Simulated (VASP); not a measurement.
Here is the system:

```
CELL_PARAMETERS angstrom
      1.25644    -2.17621     0.00000
      1.25644     2.17621     0.00000
      0.00000     0.00000     7.64833
ATOMIC_POSITIONS crystal
  B  0.33333 0.66667 0.25000
  B  0.66667 0.33333 0.75000
  N  0.66667 0.33333 0.25000
  N  0.33333 0.66667 0.75000
```

These are PBE GGA, VASP's PBE PAW potentials (set 64) (plane waves; VASP) values and carry that method's errors. Settings: 520 eV cut-off, 9×9×3 Γ-centred mesh, Gaussian smearing of 0.050 eV, potentials B N.

Without a dispersion term in the relaxation, distances and binding between the weakly bound layers, chains or molecules are unreliable, and so is what depends on them.

**Question.** What does the run give for the energy per atom (σ→0)?

**Answer.** 
| Property | Result |
|---|---|
| energy per atom (σ→0) | -849.1 kJ/mol of atoms |

Total energies compare only between runs with the same potentials, cut-off and functional.

The compound is BN in the hex structure. It was relaxed first, which changed the volume by +16 %.
